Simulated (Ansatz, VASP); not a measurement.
# Y32Te27Se5 (random rock-salt alloy of YSe and YTe) in two plane-wave programs, part 2 of 2

Wanted: the spread between two codes on one cell, functional and k mesh. The cell is taken from a series of runs on this material, whose earlier steps may have relaxed, scaled, displaced or heated it; both programs get it as it stands.

VASP 6.6.1 and Ansatz 0.2.0.

So far. Step 2 (VASP: single point, PBE): The run ends at a pressure of 4.29 GPa, with forces up to 1.8 eV/Å.

## (3) Ansatz: single point, PBE

Level of this step: Ansatz beside VASP: Kohn-Sham DFT, plane waves, PBE (Ansatz).

Ansatz runs on its default PAW (the set named soft_2) files.

The same cell, functional, mesh and smearing now go to Ansatz, which takes its cutoff from its data sets.

Contents of input.yaml:

```yaml
crystal:
  lattice:
    - [12.0422, 0.0, 0.0]
    - [0.0, 12.0422, 0.0]
    - [0.0, 0.0, 12.0422]
  atoms:
    - { symbol: "Y", position: [0.00508, 0.98561, 0.99792] }
    - { symbol: Te, position: [0.24897, 0.99389, 0.00964] }
    - { symbol: "Y", position: [0.99461, 0.24049, 0.24168] }
    - { symbol: Se, position: [0.23206, 0.25219, 0.251] }
    - { symbol: "Y", position: [0.25223, 0.02152, 0.25297] }
    - { symbol: Te, position: [0.00868, 0.99198, 0.25697] }
    - { symbol: "Y", position: [0.25311, 0.24502, 0.03371] }
    - { symbol: Te, position: [0.99868, 0.2593, 0.99719] }
    - { symbol: "Y", position: [0.99056, 0.9855, 0.50098] }
    - { symbol: Te, position: [0.24394, 0.00762, 0.49232] }
    - { symbol: "Y", position: [0.99986, 0.26207, 0.74538] }
    - { symbol: Te, position: [0.24927, 0.26396, 0.74796] }
    - { symbol: "Y", position: [0.24613, 0.01694, 0.73864] }
    - { symbol: Te, position: [0.99935, 0.00504, 0.74996] }
    - { symbol: "Y", position: [0.25728, 0.25326, 0.48904] }
    - { symbol: Te, position: [0.00244, 0.24466, 0.49395] }
    - { symbol: "Y", position: [0.98355, 0.52573, 0.01571] }
    - { symbol: Te, position: [0.24853, 0.50677, 0.00609] }
    - { symbol: "Y", position: [0.98224, 0.75655, 0.25203] }
    - { symbol: Te, position: [0.2521, 0.75878, 0.24027] }
    - { symbol: "Y", position: [0.25196, 0.48736, 0.24574] }
    - { symbol: Te, position: [0.00352, 0.50094, 0.26355] }
    - { symbol: "Y", position: [0.23417, 0.74816, 0.99851] }
    - { symbol: Se, position: [0.00598, 0.75183, 0.99564] }
    - { symbol: "Y", position: [0.99693, 0.5141, 0.51104] }
    - { symbol: Te, position: [0.24396, 0.50015, 0.49803] }
    - { symbol: "Y", position: [0.98901, 0.75854, 0.74251] }
    - { symbol: Te, position: [0.24473, 0.76058, 0.74049] }
    - { symbol: "Y", position: [0.25292, 0.51066, 0.74723] }
    - { symbol: Te, position: [0.99643, 0.50248, 0.76104] }
    - { symbol: "Y", position: [0.23178, 0.75083, 0.49818] }
    - { symbol: Se, position: [0.99659, 0.74884, 0.49811] }
    - { symbol: "Y", position: [0.50483, 0.00727, 0.01503] }
    - { symbol: Te, position: [0.77072, 0.00197, 0.98459] }
    - { symbol: "Y", position: [0.47474, 0.24854, 0.24189] }
    - { symbol: Te, position: [0.74384, 0.23649, 0.25989] }
    - { symbol: "Y", position: [0.76972, 0.96976, 0.2372] }
    - { symbol: Te, position: [0.51483, 0.99111, 0.25268] }
    - { symbol: "Y", position: [0.7484, 0.25865, 0.99394] }
    - { symbol: Te, position: [0.49078, 0.25734, 0.99578] }
    - { symbol: "Y", position: [0.49867, 0.99303, 0.5131] }
    - { symbol: Te, position: [0.74554, 0.98408, 0.49247] }
    - { symbol: "Y", position: [0.50282, 0.25539, 0.73909] }
    - { symbol: Te, position: [0.7464, 0.25952, 0.7507] }
    - { symbol: "Y", position: [0.73803, 0.0105, 0.73989] }
    - { symbol: Te, position: [0.49859, 0.00666, 0.76011] }
    - { symbol: "Y", position: [0.75944, 0.25289, 0.49908] }
    - { symbol: Te, position: [0.51433, 0.25158, 0.49054] }
    - { symbol: "Y", position: [0.50522, 0.51214, 0.01547] }
    - { symbol: Se, position: [0.7515, 0.52043, 0.99201] }
    - { symbol: "Y", position: [0.50892, 0.74661, 0.22858] }
    - { symbol: Se, position: [0.75335, 0.73024, 0.25548] }
    - { symbol: "Y", position: [0.75835, 0.50264, 0.22793] }
    - { symbol: Te, position: [0.50237, 0.50527, 0.26045] }
    - { symbol: "Y", position: [0.78613, 0.74876, 0.02741] }
    - { symbol: Te, position: [0.5014, 0.74783, 0.98623] }
    - { symbol: "Y", position: [0.49413, 0.49206, 0.50439] }
    - { symbol: Te, position: [0.74967, 0.49419, 0.49064] }
    - { symbol: "Y", position: [0.50778, 0.75051, 0.7401] }
    - { symbol: Te, position: [0.74949, 0.7587, 0.74939] }
    - { symbol: "Y", position: [0.74346, 0.50953, 0.77201] }
    - { symbol: Te, position: [0.49346, 0.5047, 0.75534] }
    - { symbol: "Y", position: [0.75283, 0.73855, 0.49894] }
    - { symbol: Te, position: [0.50606, 0.74654, 0.49086] }
kpoints:
  mp_grid: { grid: [1, 1, 1] }
hamiltonian:
  xc: pbe
scf:
  occupations: { method: fermi_dirac, width: 0.025 }
output:
  forces: true
  stress: true
  populations: intrinsic
  dos:
    method: { smearing: { sigma: 0.15 } }
    de: 0.1
    projected: { site_lists: { Se: [Se], Te: [Te], "Y": ["Y"] } }
  eigenvalues: true
  write_density: true
  write_potential: true
  volumetric_format: npy
  elf: true
```

Launch:

```sh
$ ansatz run input.yaml --threads 4 --pin off --max-ram 8192MiB --backend cpu --events-out ev --progress --plain --runs-dir out
```

Numbers of over 12 decimals in the logs are rounded to 6 here.

Output:

```text
Engine: ansatz 0.2.0, aarch64-unknown-linux-gnu
Pseudopotentials: kind: paw
Pseudopotential: Y, paw, valence charge 11, recommended cutoff 420 eV (normal), Y.paw.azcp
Pseudopotential: Te, paw, valence charge 16, recommended cutoff 420 eV (normal), Te.paw.azcp
Pseudopotential: Se, paw, valence charge 16, recommended cutoff 420 eV (normal), Se.paw.azcp
Functional definition: PBE
  parameter kappa = 0.804
  parameter beta = 0.066725
  exchange = pbe_x(kappa = kappa, mu = beta*pi^2/3)
  correlation = pbe_c(beta = beta)
Crystal: 64 atoms, lattice volume = 1746.295 Å³
Basis set: ecut = 420 eV, 34049 PW (Γ), exchange–correlation on 162×162×162 points (8 copies of the dense FFT grid, shifted against one another)
Bands: 519, of which v1, the nominal top of the filled ones, is band 432 counted from 1 (431 counted from 0)
Symmetry: 1 space group operations
Space group: P1 (ITA 1), of the structure as read, at distance tolerance 1.2e-4 Å
k-points: 1
Non-local potential: Y, projectors of the file, l = 0: 3, l = 1: 2, l = 2: 2, l = 3: 1
Non-local potential: Te, projectors of the file, l = 0: 2, l = 1: 2, l = 2: 2, l = 3: 2
Non-local potential: Se, projectors of the file, l = 0: 2, l = 1: 2, l = 2: 3, l = 3: 1
PAW form: soft (Blöchl's): semilocal exchange-correlation on the pseudo side does not see the compensation charge
PAW one-centre angular grid: Y, 590 points (default); XC on 64 Gauss nodes
PAW one-centre angular grid: Te, 590 points (default); XC on 64 Gauss nodes
PAW one-centre angular grid: Se, 590 points (default); XC on 64 Gauss nodes
Initial density: superposition of atomic densities (neutral atoms: chi_scale 0, normalization atom), corrected by the library's trained network
Initial wavefunctions: pseudopotential atomic-orbital guess
Functional: x = pbe(κ = 0.804, μ = 0.219515), c = pbe(β = 0.066725)
SCF iter   1: F=—  HF=-339045.337332 eV  |F-HF|=—  |Δ(HF+E_count)|=         —  Δρ=5.03e-3  dr2=2.63e0  ethr=1.77e-3  ⟨swp⟩=6.0  Hψ=2201  notcnv=0
preconditioner: auto → Resta (q_TF=auto, 2.426 Å⁻¹)  ε∞=5.4  [insulator: Δε(μ)=0.080 eV  Ē_g=7.213 eV  σ=0.025 eV  W_gap=0.66  n_scr=436 (ndim 8)  ℏωp=15.1 eV  f_vac=0.000  D(μ)=27.16/eV (n_scr^D=146)  ε∞_Penn≈5.4]
SCF iter   2: F=—  HF=-339045.143516 eV  |F-HF|=—  |Δ(HF+E_count)|=   1.94e-1  Δρ=2.16e-3  dr2=1.12e-1  ethr=3.04e-4  ⟨swp⟩=2.0  Hψ=631  notcnv=0  defer=45
preconditioner: auto → Kerker (q_TF=auto, 2.426 Å⁻¹)  [metal: Δε(μ)=0.042 eV  Ē_g=7.206 eV  σ=0.025 eV  W_gap=0.39  n_scr=436 (ndim 8)  ℏωp=15.1 eV  f_vac=0.000  D(μ)=42.11/eV (n_scr^D=256)]
SCF iter   3: F=—  HF=-339045.140452 eV  |F-HF|=—  |Δ(HF+E_count)|=   3.06e-3  Δρ=1.17e-3  dr2=5.06e-2  ethr=1.30e-5  ⟨swp⟩=2.0  Hψ=530  notcnv=0  defer=45
SCF iter   4: F=—  HF=-339045.138237 eV  |F-HF|=—  |Δ(HF+E_count)|=   2.21e-3  Δρ=3.24e-4  dr2=5.15e-3  ethr=5.86e-6  ⟨swp⟩=2.0  Hψ=580  notcnv=0  defer=45
SCF iter   5: F=—  HF=-339045.137643 eV  |F-HF|=—  |Δ(HF+E_count)|=   5.94e-4  Δρ=9.28e-5  dr2=8.20e-4  ethr=5.96e-7  ⟨swp⟩=2.0  Hψ=906  notcnv=0  defer=45
SCF iter   6: F=—  HF=-339045.137559 eV  |F-HF|=—  |Δ(HF+E_count)|=   8.36e-5  Δρ=4.84e-5  dr2=2.33e-4  ethr=9.48e-8  ⟨swp⟩=2.0  Hψ=904  notcnv=0  defer=45
SCF iter   7: F=—  HF=-339045.137528 eV  |F-HF|=—  |Δ(HF+E_count)|=   3.16e-5  Δρ=2.12e-5  dr2=3.40e-5  ethr=2.70e-8  ⟨swp⟩=2.0  Hψ=903  notcnv=0  defer=45
SCF iter   8: F=—  HF=-339045.140893 eV  |F-HF|=—  |Δ(HF+E_count)|=   3.37e-3  Δρ=8.11e-6  dr2=4.98e-6  ethr=3.94e-9  ⟨swp⟩=2.0  Hψ=952  notcnv=0  defer=45
SCF iter   9: F=—  HF=-339045.140893 eV  |F-HF|=—  |Δ(HF+E_count)|=   3.19e-7  Δρ=2.65e-6  dr2=5.98e-7  ethr=5.77e-10  ⟨swp⟩=2.0  Hψ=581  notcnv=0  defer=45
SCF iter  10: F=—  HF=-339045.140893 eV  |F-HF|=—  |Δ(HF+E_count)|=   6.37e-8  Δρ=1.05e-6  dr2=1.06e-7  ethr=1.16e-11  ⟨swp⟩=17.0  Hψ=4680  notcnv=0
SCF iter  11: F=-339045.140893 eV  HF=-339045.140893 eV  |F-HF|=1.79e-8  |Δ(HF+E_count)|=   5.06e-9  Δρ=4.18e-7  dr2=1.61e-8  ethr=1.16e-11  ⟨swp⟩=9.0  Hψ=2890  notcnv=0
SCF 1 converged in 11 iterations: F = -339045.140893 eV  dr2 = 1.61e-8
  greatest PAW one-centre occupation: 1.000 electrons in one spin orbital (limit 2), on the Se atom at site 23 (counted from 0), in its partial waves of l = 2
SCF converged after 11 iterations
Free energy (F): -339045.140893 eV
Harris-Foulkes:  -339045.140893 eV  (|F-HF|=1.79e-8)
Internal energy: -339045.053950 eV  (E = F + TS)
E sigma→0 (E₀):  -339045.097421 eV
Entropy (-TS):   -0.086943 eV (-1.358 meV/atom)
Fermi energy:    12.932803 eV
--- Per-component energies (eV) ---
  E_band       = -10876.436676
  E_kinetic    = 15373.111299
  E_local      = -61939.410380  (includes V_loc(G=0)·N_el)
  E_nonlocal   = -9744.351715
  E_hartree    = 33059.601938
  E_xc         = -9496.440848
  E_vxc        = -9776.163896  (∫ρ·V_xc dr)
  E_paw        = -225880.091895  (= ΣΔE_a)
  E_vpaw       = -10908.813351  (= ΣTr[D̂ρ^β])
  E_aug_tail   = -0.007974  (compensation charges beyond the density's cutoff)
  E_ewald      = -80417.464373
  E_smearing   = -0.086943  (= −TS)
  E_closure    = 0.000000  (closes the sum)
  Σ components = -339045.140893   (vs F -339045.140893, Δ=0.00e0)
--- Forces (eV/Å), atoms counted from 1 ---
  atom   1  Y      0.38469763     0.10006205     0.67053165
  atom   2  Te     0.53489015     0.43043303    -0.97303110
  atom   3  Y     -0.15429354     0.26101146     0.31707036
  atom   4  Se     0.00185589     0.30804865     1.11761673
  atom   5  Y      0.88641837     0.02415040    -0.58445615
  atom   6  Te     0.50564706     0.82295663    -0.46192318
  atom   7  Y     -0.33757024     0.20720082    -1.00724957
  atom   8  Te     0.34784216    -0.06874447    -0.25426154
  atom   9  Y      0.22775822    -0.00094481     0.43965927
  atom  10  Te     0.01721703    -0.50572683     0.63131147
  atom  11  Y     -0.46706826    -0.69685847    -0.23229327
  atom  12  Te     0.19994202    -0.27657838     0.34319735
  atom  13  Y      0.40880267    -0.28173751     0.27531470
  atom  14  Te    -0.33885986     0.37005696    -0.02651330
  atom  15  Y      0.22927935     0.12587169     0.11076464
  atom  16  Te     0.51411988     0.26569307     0.00098259
  atom  17  Y      0.17752800    -0.46115974    -0.08286677
  atom  18  Te    -0.23260550    -0.84670310    -0.74144489
  atom  19  Y      0.04882864    -0.88624884    -0.33576872
  atom  20  Te    -0.14054541    -0.32302837     0.80542225
  atom  21  Y      0.37054814     0.03653572     0.29186119
  atom  22  Te     0.09413545    -0.14540984    -0.15077935
  atom  23  Y      0.48536646     0.20638778    -0.37500327
  atom  24  Se     0.25661615     0.33847143    -0.18861992
[...]
atom  57  Y     -0.07289125     0.50786202     0.58959764
  atom  58  Te    -0.30532890     0.10195854     0.12881465
  atom  59  Y     -0.72190613     0.29950956    -0.56882150
  atom  60  Te    -0.21475866     0.15894977     0.84701897
  atom  61  Y      0.02290413    -0.40381471    -1.44821477
  atom  62  Te     0.66698378    -0.12232593     0.28394735
  atom  63  Y      0.52381400     0.10003506    -0.07199320
  atom  64  Te    -0.82934308    -0.16061234    -0.28027212
  max |Σ_I F_I| component: 1.68e-5 eV/Å
--- Stress (GPa, compression-positive) ---
        4.170601       0.027006      -0.031761
        0.027006       3.226971      -0.100623
       -0.031761      -0.100623       5.596306
  P = ⅓ Tr σ = 4.3313 GPa (43.313 kbar)
--- Band table (eV) ---
[... the rest is left out ...]
```

In the SCF lines HF is the Harris–Foulkes energy and dr2 the Hartree energy of the density residual, in eV; the loop may stop once dr2 is under the threshold and the program's other checks hold. Hψ counts applications of the Hamiltonian.

## (4) Side by side

Known differences besides the potentials themselves: the data sets hold 864 valence electrons in Ansatz (default PAW (the set named soft_2) files) and 544 in VASP; the cutoff is 420 eV in Ansatz and 400 eV in VASP (PREC = Accurate, projectors in real space); VASP leaves aspherical gradient terms in its spheres out (LASPH is not set), Ansatz keeps them. Total energies have different zeros and are not compared.

Both answers:

```
      quantity  Ansatz  VASP  difference
pressure (GPa)    4.33  4.29       +0.04
```

Forces on 10 of the 64 atoms, those with the largest forces and the largest differences (eV/Å; atoms numbered as in POSCAR):

```
atom          Ansatz x, y, z            VASP x, y, z
 Y24    0.178, -0.591, 1.173    0.178, -0.588, 1.168
 Y31   0.023, -0.404, -1.448   0.023, -0.404, -1.449
Te33    0.535, 0.430, -0.973    0.536, 0.430, -0.970
Te38   -0.339, 0.370, -0.027   -0.341, 0.382, -0.025
Te40  -0.233, -0.847, -0.741  -0.235, -0.844, -0.741
Te45     0.219, 0.715, 0.358     0.206, 0.715, 0.354
Te46    -1.692, 0.157, 0.494    -1.701, 0.155, 0.489
Te47  -0.373, -0.011, -1.389  -0.375, -0.012, -1.387
Te53  -0.703, -0.786, -0.108  -0.695, -0.779, -0.097
Se60     0.002, 0.308, 1.118     0.011, 0.315, 1.116
```

The forces differ by 3.7 meV/Å r.m.s., which is 0.8 % of the r.m.s. force of 0.48 eV/Å (both taken over all components).

## (5) Outcome

| Property | Result |
| --- | --- |
| r.m.s. force difference (single point, PBE) | 0.77 % of the r.m.s. force |

The r.m.s. force difference is 0.77 % of the r.m.s. force (single point, PBE), within the 3 % picked in this series as the mark of a large difference. Such differences can come from data sets, numerical settings and the points named under the comparisons, not from the functional's error against experiment.

[Lines on the potential files, build, host, timing and source positions are cut from VASP's logs without a mark.]

[Logs are printed without paths, hosts, clocks, repeated set-up lines and the standing remarks that a program may print on its own settings, such as how far it seeks lower states.]

[Hosts, paths, dates, database ids (printed as entryN), source tags and the programs' standing remarks are cut or masked in the printed files.]
